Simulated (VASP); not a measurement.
All values below come from revPBE GGA, VASP's PBE PAW potentials (set 64) (plane waves; VASP 6.6.1).

A VASP calculation is set up with these files.

POSCAR:
```
AlN
1
    1.5872763990    -2.7492433627     0.0000000000
    1.5872763990     2.7492433627     0.0000000000
    0.0000000000     0.0000000000     5.0815337649
Al N
2 2
Direct
  0.6666670000   0.3333330000   0.5000229382
  0.3333330000   0.6666670000   0.0000229382
  0.6666670000   0.3333330000   0.8819770618
  0.3333330000   0.6666670000   0.3819770618
```

**KPOINTS**
```
Automatic mesh
0
Gamma
8 8 5
0 0 0
```

### INCAR
```
! general
SYSTEM=AlN
PREC  =Accurate
ENCUT =520
LREAL =.FALSE.
LASPH =.TRUE.

! electronic loop
EDIFF =1E-7
NELM  =100
ALGO  =Normal

! smearing
ISMEAR=0
SIGMA =0.05

! functional
GGA   =RE

! ions
IBRION=2
NSW   =30
ISIF  =4
EDIFFG=-0.01

! output
LWAVE =.FALSE.
LCHARG=.FALSE.
```

POTCAR, in this order: Al N (PBE.64 set). Program: vasp_std.

What VASP printed:

### OUTCAR
```
 ion  position               nearest neighbor table
   1  0.667  0.333  0.500-   4 1.93   4 1.93   4 1.93   3 1.94   2 3.13   2 3.13   2 3.13   2 3.13
                             2 3.13   2 3.13
   2  0.333  0.667  0.000-   3 1.93   3 1.93   3 1.93   4 1.94   1 3.13   1 3.13   1 3.13   1 3.13
                             1 3.13   1 3.13
   3  0.667  0.333  0.882-   2 1.93   2 1.93   2 1.93   1 1.94
   4  0.333  0.667  0.382-   1 1.93   1 1.93   1 1.93   2 1.94
  LATTYP: Found a hexagonal cell.
 ALAT       =     3.1745527928
 C/A-ratio  =     1.6007085396
 Subroutine PRICEL returns:
 Original cell was already a primitive cell.
 Subroutine GETGRP returns: Found 12 space group operations
The static configuration has the point symmetry C_3v.
 The point group associated with its full space group is C_6v.
The dynamic configuration has the point symmetry C_3v.
 Subroutine INISYM returns: Found 12 space group operations
 Subroutine IBZKPT returns following result:
 Found     30 irreducible k-points:

 Following reciprocal coordinates:
            Coordinates               Weight
  0.000000  0.000000  0.000000      1.000000
  0.125000  0.000000  0.000000      6.000000
  0.250000  0.000000  0.000000      6.000000
...
```

OSZICAR:
```
       N       E                     dE             d eps       ncg     rms          rms(c)
DAV:   1     0.517361966954E+02    0.51736E+02   -0.74281E+03   720   0.118E+03
DAV:   2    -0.287209483400E+02   -0.80457E+02   -0.74730E+02  1052   0.218E+02
DAV:   3    -0.329557380767E+02   -0.42348E+01   -0.42173E+01   944   0.547E+01
DAV:   4    -0.329941080814E+02   -0.38370E-01   -0.38363E-01   812   0.604E+00
DAV:   5    -0.329946742577E+02   -0.56618E-03   -0.56615E-03   920   0.747E-01    0.119E+01
DAV:   6    -0.285128262245E+02    0.44818E+01   -0.16655E+01   876   0.308E+01    0.437E+00
DAV:   7    -0.285523550686E+02   -0.39529E-01   -0.60725E-01   768   0.614E+00    0.292E+00
DAV:   8    -0.285609238970E+02   -0.85688E-02   -0.79870E-02   816   0.306E+00    0.517E-01
DAV:   9    -0.285561776608E+02    0.47462E-02   -0.21161E-02   924   0.110E+00    0.257E-01
DAV:  10    -0.285571049989E+02   -0.92734E-03   -0.39204E-03   816   0.471E-01    0.152E-01
DAV:  11    -0.285569777390E+02    0.12726E-03   -0.40874E-04   868   0.157E-01    0.387E-02
DAV:  12    -0.285569831965E+02   -0.54575E-05   -0.17957E-05   768   0.432E-02    0.133E-02
DAV:  13    -0.285569826963E+02    0.50021E-06   -0.14639E-05   884   0.283E-02    0.778E-03
DAV:  14    -0.285569826104E+02    0.85861E-07   -0.95761E-07   844   0.909E-03
   1 F= -.28556983E+02 E0= -.28556983E+02  d E =-.285570E+02
       N       E                     dE             d eps       ncg     rms          rms(c)
DAV:   1    -0.285574293331E+02   -0.44664E-03   -0.18434E-02   720   0.130E+00    0.784E-02
DAV:   2    -0.285573015990E+02    0.12773E-03   -0.16963E-04   916   0.124E-01    0.444E-02
DAV:   3    -0.285572351917E+02    0.66407E-04   -0.99527E-05   876   0.883E-02    0.306E-03
DAV:   4    -0.285572359203E+02   -0.72867E-06   -0.76590E-06   824   0.258E-02    0.264E-03
DAV:   5    -0.285572359232E+02   -0.28267E-08   -0.21442E-07   680   0.450E-03
   2 F= -.28557236E+02 E0= -.28557236E+02  d E =-.253313E-03
       N       E                     dE             d eps       ncg     rms          rms(c)
DAV:   1    -0.285572834193E+02   -0.47499E-04   -0.26040E-03   720   0.488E-01    0.294E-02
DAV:   2    -0.285572653722E+02    0.18047E-04   -0.24075E-05   916   0.466E-02    0.167E-02
DAV:   3    -0.285572560053E+02    0.93668E-05   -0.14173E-05   876   0.334E-02    0.118E-03
DAV:   4    -0.285572561123E+02   -0.10702E-06   -0.11037E-06   820   0.979E-03    0.101E-03
DAV:   5    -0.285572561115E+02    0.78410E-09   -0.29874E-08   416   0.175E-03
   3 F= -.28557256E+02 E0= -.28557256E+02  d E =-.273501E-03
       N       E                     dE             d eps       ncg     rms          rms(c)
DAV:   1    -0.285572796080E+02   -0.23496E-04   -0.15626E-02   720   0.114E+00    0.185E-02
DAV:   2    -0.285572972222E+02   -0.17614E-04   -0.24074E-04   844   0.131E-01    0.121E-02
DAV:   3    -0.285572928023E+02    0.44199E-05   -0.48729E-06   856   0.256E-02    0.584E-03
DAV:   4    -0.285572921119E+02    0.69038E-06   -0.60109E-06   872   0.226E-02    0.204E-03
DAV:   5    -0.285572921591E+02   -0.47214E-07   -0.82636E-07   732   0.881E-03
   4 F= -.28557292E+02 E0= -.28557292E+02  d E =-.360476E-04
```

**OUTCAR**
```
------------------------ aborting loop because EDIFF is reached ----------------------------------------
  FORCE on cell =-STRESS in cart. coord.  units (eV):
  Direction    XX          YY          ZZ          XY          YZ          ZX
  --------------------------------------------------------------------------------------
  Total       -1.4683334     -1.4683334     -1.4532549      0.0000000     -0.0000000      0.0000000
  in kB      -53.0450314    -53.0450312    -52.5003045      0.0000000     -0.0000000      0.0000000
  external PRESSURE =     -52.8634557 kB  Pullay stress =       0.0000000 kB
  volume of cell :       44.35
      direct lattice vectors                 reciprocal lattice vectors
     1.585478814 -2.746129855  0.000000000     0.315362145 -0.182074420 -0.000000000
     1.585478814  2.746129855  0.000000000     0.315362145  0.182074420  0.000000000
     0.000000000 -0.000000000  5.093062984     0.000000000  0.000000000  0.196345500
  FREE ENERGIE OF THE ION-ELECTRON SYSTEM (eV)
  ---------------------------------------------------
  free  energy   TOTEN  =       -28.5572921591 eV

  energy  without entropy=      -28.5572921591  energy(sigma->0) =      -28.55729216

 reached required accuracy - stopping structural energy minimisation
```
(Selected blocks of OUTCAR.)

File CONTCAR:
```
AlN
   1.00000000000000
     1.5854788140135603   -2.7461298547647073    0.0000000000000000
     1.5854788140135603    2.7461298547647073    0.0000000000000000
     0.0000000000000000   -0.0000000000000000    5.0930629838529553
  Al              N
     2     2
Direct
     0.6666669999999968    0.3333330000000032    0.5005379579659380
     0.3333330000000032    0.6666669999999968    0.0005379579659381
     0.6666669999999968    0.3333330000000032    0.8814620420340599
     0.3333330000000032    0.6666669999999968    0.3814620420340598
```

The compound is AlN in the wurtzite structure. This cell is one point of a volume scan, at 1.03 of the reference volume. Symmetry was kept, so distortions that lower it aren't found.
